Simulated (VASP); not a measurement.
Here is the system:

```
WC
1.0
    1.45853    -2.52625     0.00000
    1.45853     2.52625     0.00000
    0.00000     0.00000     2.83996
W C
1 1
Cartesian
  0.00000   0.00000   0.07500
  1.45853   0.84208   1.41998
```

These are r2SCAN meta-GGA, VASP's PBE PAW potentials (set 64) (plane waves; VASP) values and carry that method's errors. Numerical set-up: 600 eV cut-off, 14×14×12 Γ-centred mesh, first-order Methfessel-Paxton smearing of 0.10 eV, potentials W_sv C.

Problem. Give the force on each atom (eV/Å).

Solution. 
```csv
atom,Fx,Fy,Fz
W1,0.000,0.000,-1.017
C2,0.000,0.000,1.017
```

Problem. Give the stress tensor in GPa (positive for a compressed cell).

Solution. 
```
0.75  0.00  0.00
0.00  0.75  0.00
0.00  0.00  2.17
```
The pressure is its mean diagonal, 1.22 GPa.

The compound is WC in the wc structure. This cell was strained or had an atom moved on purpose.
